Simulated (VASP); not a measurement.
Given:

```
CELL_PARAMETERS angstrom
      2.69400     0.00000     0.00000
      0.00000     2.69400     0.00000
      0.00000     0.00000    19.21830
ATOMIC_POSITIONS crystal
  Cu 0.50000 0.50000 0.36424
  Cu 0.50000 0.50000 0.54525
  Os 0.00000 0.00000 0.45474
  Os 0.00000 0.00000 0.63576
```

Level of theory: PBE GGA, VASP's PBE PAW potentials (set 64) (plane waves; VASP). Run with 300 eV cut-off, 7×7×1 Γ-centred mesh, Fermi-Dirac smearing of 0.050 eV, potentials Cu Os.

The cell holds a wide vacuum, so values per volume refer to the whole cell.

### Question
Give the energies of bands 9 to 22 at the high-symmetry points, in eV from the Fermi level.

### Answer

```tsv
band	Γ	X	M
9	-3.58	-3.19	-2.75
10	-2.99	-2.99	-2.75
11	-2.93	-2.88	-2.48
12	-2.58	-2.72	-2.44
13	-2.58	-2.64	-1.82
14	-2.58	-2.60	-1.71
15	-2.14	-2.10	-0.90
16	-1.87	-1.24	-0.90
17	-1.15	-0.70	0.28
18	-0.02	-0.66	0.52
19	-0.02	-0.10	2.74
20	0.58	0.35	2.74
21	0.83	0.73	3.52
22	0.83	1.08	3.79
```

It has no gap at this level: it comes out as a metal or semimetal.

The cell is a sheet with vacuum, built from a generated structure.
